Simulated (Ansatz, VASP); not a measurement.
**Cross-check of InSe between VASP and Ansatz**

Aim: how closely do two programs agree when they are given the same cell, functional and k mesh? The cell is taken from a series of runs on this material, whose earlier steps may have relaxed, scaled, displaced or heated it; both programs get it as it stands.

Main program and level: Ansatz 0.2.0; plane waves, with VASP 6.6.1 beside it; relaxation of cell and atoms at PBEsol with D3(BJ).

## Step 1: Starting point

The structure is trigonal, space group R3m (No. 160). The conventional cell has a = 3.961 Å, b = 3.961 Å, c = 24.182 Å, α = 90.00°, β = 90.00°, γ = 120.00°. Nearest to In lie 3 Se at 2.63 Å and 1 In at 2.75 Å. Nearest to In lie 3 Se at 2.62 Å and 1 In at 2.75 Å. Nearest to Se lie 3 In at 2.63 Å. Nearest to Se lie 3 In at 2.62 Å. Farther neighbours and most contacts between anions are not listed.

## Step 2: Ansatz: relaxation of cell and atoms, PBEsol with D3(BJ)

Ansatz runs on its default PAW (the set named soft_2) files.

The relaxed volume is the usual yardstick between codes: in a stiff, nearly cubic crystal its relative difference is about their pressure difference at one cell divided by the bulk modulus.

Contents of input.yaml:

```yaml
crystal:
  lattice:
    - [1.980529052, 1.1434589813, 8.0606465005]
    - [-1.980529052, 1.1434589813, 8.0606465005]
    - [0.0, -2.2869179626, 8.0606465005]
  atoms:
    - { symbol: In, position: [-0.001145664, -0.001145664, -0.001145664] }
    - { symbol: In, position: [0.1125325256, 0.1125325256, 0.1125325256] }
    - { symbol: Se, position: [0.6122002461, 0.6122002461, 0.6122002461] }
    - { symbol: Se, position: [0.8324128923, 0.8324128923, 0.8324128923] }
kpoints:
  mp_grid: { grid: [9, 9, 9] }
hamiltonian:
  xc: pbesol
  dispersion: d3bj
scf:
  occupations: { method: fixed }
output:
  forces: true
  stress: true
  eigenvalues: true
relax:
  adjacent_minimum: "off"
  f_tol: 0.001
  max_steps: 60
  cell: { stress_tol: 0.01 }
```

Command:

```console
ansatz run input.yaml --threads 8 --pin off --max-ram 14336MiB --backend cpu --events-out ev --progress --plain --runs-dir out
```

Numbers of over 12 decimals in the logs are rounded to 6 here.

The program printed:

```text
basis.fft_grid_basis auto: the FFT boxes are laid along the combinations [[1, 0, -1], [0, 1, -1], [0, 0, 1]] of the cell's own vectors, 3.961, 3.961 and 8.379 Å long. The dense box has 27×27×60 points. Along the cell's own vectors, as sized, it would have 60×60×60, 4.94 times as many. Of the 6 symmetry operations that the crystal satisfies within crystal.symmetry.tolerance (time reversal apart; of a slab, those that  [...]
Engine: ansatz 0.2.0, aarch64-unknown-linux-gnu
Pseudopotentials: kind: paw
Pseudopotential: In, paw, valence charge 13, recommended cutoff 420 eV (normal), In.paw.azcp
Pseudopotential: Se, paw, valence charge 16, recommended cutoff 420 eV (normal), Se.paw.azcp
Functional definition: PBEsol
  exchange = pbesol_x
  correlation = pbesol_c
Crystal: 4 atoms, lattice volume = 109.527 Å³
Basis set: ecut = 420 eV, 2157 PW (Γ), FFT grids on a1−a3, a2−a3, a3, exchange–correlation on 54×54×120 points (8 copies of the dense FFT grid, shifted against one another)
Bands: 35, of which v1, the nominal top of the filled ones, is band 29 counted from 1 (28 counted from 0)
Symmetry: 6 space group operations
Space group: R3m (ITA 160), of the structure as read, at distance tolerance 4.8e-5 Å
k-points: 85 of 729 (time reversal used)
Non-local potential: In, projectors of the file, l = 0: 2, l = 1: 2, l = 2: 2, l = 3: 2
Non-local potential: Se, projectors of the file, l = 0: 2, l = 1: 2, l = 2: 3, l = 3: 1
PAW form: soft (Blöchl's): semilocal exchange-correlation on the pseudo side does not see the compensation charge
PAW frozen core: In, regenerated for the run's functional, and the local potential with it (the file was generated under x = pbe(κ = 0.804, μ = 0.219515), c = pbe(β = 0.066725))
PAW frozen core: Se, regenerated for the run's functional, and the local potential with it (the file was generated under x = pbe(κ = 0.804, μ = 0.219515), c = pbe(β = 0.066725))
PAW one-centre angular grid: In, 590 points (default); XC on 64 Gauss nodes
PAW one-centre angular grid: Se, 590 points (default); XC on 64 Gauss nodes
Initial density: superposition of atomic densities (neutral atoms: chi_scale 0, normalization atom), corrected by the library's trained network
Initial wavefunctions: pseudopotential atomic-orbital guess
Functional: x = pbesol(κ = 0.804, μ = 0.123457), c = pbesol(β = 0.046)
SCF iter   1: F=—  HF=-21902.371473 eV  |F-HF|=—  |Δ(HF+E_count)|=         —  Δρ=4.36e-3  dr2=4.44e-2  ethr=1.77e-3  ⟨swp⟩=5.0  Hψ=10702  notcnv=0  defer=340
preconditioner: auto → Resta (q_TF=auto, 2.454 Å⁻¹)  ε∞=3.4  [insulator: Δε(μ)=0.539 eV  Ē_g=13.981 eV  n_scr=30 (ndim 8)  ℏωp=21.9 eV  f_vac=0.055  ε∞_Penn≈3.4]
SCF iter   2: F=—  HF=-21902.360131 eV  |F-HF|=—  |Δ(HF+E_count)|=   1.13e-2  Δρ=1.59e-3  dr2=2.88e-3  ethr=7.66e-5  ⟨swp⟩=2.0  Hψ=3879  notcnv=0  defer=340
SCF iter   3: F=—  HF=-21902.359683 eV  |F-HF|=—  |Δ(HF+E_count)|=   4.48e-4  Δρ=6.58e-4  dr2=5.68e-4  ethr=4.97e-6  ⟨swp⟩=2.0  Hψ=4661  notcnv=0  defer=340
SCF iter   4: F=—  HF=-21902.359718 eV  |F-HF|=—  |Δ(HF+E_count)|=   3.51e-5  Δρ=2.08e-4  dr2=5.39e-5  ethr=9.79e-7  ⟨swp⟩=2.0  Hψ=3603  notcnv=0  defer=340
SCF iter   5: F=—  HF=-21902.359745 eV  |F-HF|=—  |Δ(HF+E_count)|=   2.68e-5  Δρ=4.49e-5  dr2=3.13e-6  ethr=9.29e-8  ⟨swp⟩=2.0  Hψ=5341  notcnv=0  defer=99
SCF iter   6: F=—  HF=-21902.359745 eV  |F-HF|=—  |Δ(HF+E_count)|=   2.67e-7  Δρ=2.29e-5  dr2=6.36e-7  ethr=5.39e-9  ⟨swp⟩=2.0  Hψ=5341  notcnv=0  defer=99
SCF iter   7: F=-21902.359746 eV  HF=-21902.359746 eV  |F-HF|=1.82e-8  |Δ(HF+E_count)|=   7.56e-7  Δρ=4.95e-6  dr2=3.20e-8  ethr=1.72e-10  ⟨swp⟩=8.9  Hψ=16434  notcnv=0
SCF 1 converged in 7 iterations: F = -21902.359746 eV  dr2 = 3.20e-8
  greatest PAW one-centre occupation: 1.000 electrons in one spin orbital (limit 2), on the Se atom at site 3 (counted from 0), in its partial waves of l = 2
relax step   1: F+E_penalty+E_count = -21902.35974582 eV  Δ(F+E_penalty+E_count) = +0.000e0 eV  max|allowed force component| = 6.621e-4 eV/Å  Δτ_max = 0.0000 Å  P = -0.001 GPa  Ω = 109.527 Å³  (7 SCF iters, dr2 threshold 1.00e-7 eV, accepted)
Initial density: handed on by an earlier stage of this run
Initial wavefunctions: pseudopotential atomic-orbital guess (no wavefunctions were taken with the density)
iter 1 solved again at ethr=1.49e-7 eV; its pass at ethr=3.10e-3 eV (dr2=8.64e-5 eV) is discarded
SCF iter   1: F=—  HF=-21902.359745 eV  |F-HF|=—  |Δ(HF+E_count)|=         —  Δρ=4.96e-6  dr2=3.15e-8  ethr=1.49e-7  ⟨swp⟩=3.0  Hψ=17698  notcnv=0  defer=340
eigensolver tolerance schedule: the retry pair's looser diagonalisation over-reported the residual by 2745.21 of it (diagonalisation noise at 0.15 of the residual, at the tolerance the schedule requests for it); recorded, not acted on — ethr = c·dr2/N_el stays at c = 1.0e-1
preconditioner: auto → Resta (q_TF=auto, 2.454 Å⁻¹)  ε∞=3.4  [insulator: Δε(μ)=0.553 eV  Ē_g=14.012 eV  n_scr=30 (ndim 8)  ℏωp=21.9 eV  f_vac=0.048  ε∞_Penn≈3.4]
SCF iter   2: F=—  HF=-21902.359746 eV  |F-HF|=—  |Δ(HF+E_count)|=   1.06e-6  Δρ=3.15e-6  dr2=1.48e-8  ethr=5.43e-11  ⟨swp⟩=2.6  Hψ=5772  notcnv=0  defer=308
SCF iter   3: F=—  HF=-21902.359746 eV  |F-HF|=—  |Δ(HF+E_count)|=   1.49e-8  Δρ=1.86e-6  dr2=5.67e-9  ethr=2.55e-11  ⟨swp⟩=2.0  Hψ=3436  notcnv=0  defer=308
SCF iter   4: F=—  HF=-21902.359746 eV  |F-HF|=—  |Δ(HF+E_count)|=   1.02e-8  Δρ=3.73e-7  dr2=4.59e-10  ethr=9.77e-12  ⟨swp⟩=2.0  Hψ=3603  notcnv=0  defer=308
SCF iter   5: F=—  HF=-21902.359746 eV  |F-HF|=—  |Δ(HF+E_count)|=  1.78e-10  Δρ=1.43e-7  dr2=2.47e-11  ethr=1.00e-12  ⟨swp⟩=2.0  Hψ=3501  notcnv=0  defer=308
SCF iter   6: F=—  HF=-21902.359746 eV  |F-HF|=—  |Δ(HF+E_count)|=  2.91e-11  Δρ=3.93e-8  dr2=1.77e-12  ethr=1.00e-12  ⟨swp⟩=1.0  Hψ=2876  notcnv=0  defer=308
SCF iter   7: F=-21902.359746 eV  HF=-21902.359746 eV  |F-HF|=0.00e0  |Δ(HF+E_count)|=  3.64e-12  Δρ=1.12e-8  dr2=1.39e-13  ethr=1.00e-12  ⟨swp⟩=10.9  Hψ=15688  notcnv=0
SCF 2 converged in 7 iterations: F = -21902.359746 eV  dr2 = 1.39e-13
relax step   2: F+E_penalty+E_count = -21902.35974584 eV  Δ(F+E_penalty+E_count) = -2.089e-8 eV  max|allowed force component| = 6.597e-4 eV/Å  Δτ_max = 0.0000 Å  P = -0.001 GPa  Ω = 109.527 Å³  stress off target by 4.16e-3 GPa  SCF on the basis re-selected at this cell (its energy is not comparable with the rows above)  (7 SCF iters)
basis re-selected at this cell: Δ(F+E_penalty+E_count) = -2.089e-8 eV, ΔP = +0.000 GPa vs the last step (what re-selecting the basis moved, of the pressure what is left beyond the Pulay correction that the steps carried, after the strain that the cell walked since its last selection, with what the two solves' SCF thresholds leave and, on support functions, any second-order correction that the steps lacked; it is no m [...]
SCF converged after 7 iterations
Free energy (F): -21902.359746 eV
Harris-Foulkes:  -21902.359746 eV  (|F-HF|=0.00e0)
Internal energy: -21902.359746 eV  (E = F + TS)
E sigma→0 (E₀):  -21902.359746 eV
Fermi energy:    8.016736 eV
--- Per-component energies (eV) ---
  E_band       = -875.073726
  E_kinetic    = 724.926805
  E_local      = -7655.449777  (includes V_loc(G=0)·N_el)
  E_nonlocal   = -448.474646
  E_hartree    = 3535.296290
  E_xc         = -633.951892
  E_vxc        = -396.394968  (∫ρ·V_xc dr)
  E_paw        = -11903.962447  (= ΣΔE_a)
  E_vpaw       = -170.272581  (= ΣTr[D̂ρ^β])
  E_aug_tail   = -0.001148  (compensation charges beyond the density's cutoff)
  E_ewald      = -5521.993844
  E_disp       = -1.237793  (pairwise vdW)
  E_core_change = 2.488706  (= ΣΔE_core)
  E_smearing   = -0.000000  (= −TS)
  E_closure    = 0.000000  (closes the sum)
  Σ components = -21902.359746   (vs F -21902.359746, Δ=0.00e0)
--- Forces (eV/Å), atoms counted from 1 ---
  atom   1  In     0.00000000     0.00000000     0.00056419
  atom   2  In     0.00000000     0.00000000    -0.00065971
  atom   3  Se    -0.00000000    -0.00000000     0.00044840
  atom   4  Se    -0.00000000    -0.00000000    -0.00035285
  max |Σ_I F_I| component: 3.24e-8 eV/Å
--- Stress (GPa, compression-positive) ---
        0.000494       0.000000       0.000000
        0.000000       0.000494      -0.000000
        0.000000      -0.000000      -0.004159
  P = ⅓ Tr σ = -0.0011 GPa (-0.011 kbar)
--- Band table (eV; the first three rows and the last of 85) ---
  k-point 0: bands = [... 25 lower, 6.6191, 6.6191, 6.8583, 6.8583, 10.0211, 10.1626, 12.3907, 12.3907, ... 2 higher]
  k-point 1: bands = [... 25 lower, 6.3867, 6.4427, 6.7306, 6.8161, 10.2226, 10.7604, 11.7459, 12.5043, ... 2 higher]
  k-point 2: bands = [... 25 lower, 6.0736, 6.1197, 6.4062, 6.9407, 10.1420, 10.3167, 12.0444, 12.2230, ... 2 higher]
  k-point 84: bands = [... 25 lower, 6.0364, 6.3671, 6.8220, 8.0167, 9.2800, 10.7267, 11.7830, 12.3582, ... 2 higher]
--- Relaxed structure (1 steps of the walk, 1 accepted, 1 SCFs on fresh bases) ---
  F+E_penalty+E_count = -21902.35974584 eV   max|allowed force component| = 6.597e-4 eV/Å   (the final SCF, on the basis selected at the relaxed cell)
  cell:  # Å, volume = 109.5274 Å³
    - [1.980529, 1.143459, 8.0606465005]
    - [-1.980529, 1.143459, 8.0606465005]
    - [0.0, -2.286918, 8.0606465005]
  atoms:
    - { symbol: In, position: [-0.00114566, -0.00114566, -0.00114566] }
    - { symbol: In, position: [0.1125325256, 0.1125325256, 0.1125325256] }
    - { symbol: Se, position: [0.612200, 0.612200, 0.612200] }
    - { symbol: Se, position: [0.832413, 0.832413, 0.832413] }
```

Reading the cycles: dr2 is the Hartree energy of the density residual (eV), the measure of convergence; HF is the Harris–Foulkes estimate of the energy, which meets the free energy F at convergence.

(Part 1 of 2 ends here.)

[Lines on the potential files, build, host, timing and source positions are cut from VASP's logs without a mark.]

[Logs are printed without paths, hosts, clocks, repeated set-up lines and the standing remarks that a program may print on its own settings, such as how far it seeks lower states.]

[Hosts, paths, dates, database ids (printed as entryN), source tags and the programs' standing remarks are cut or masked in the printed files.]
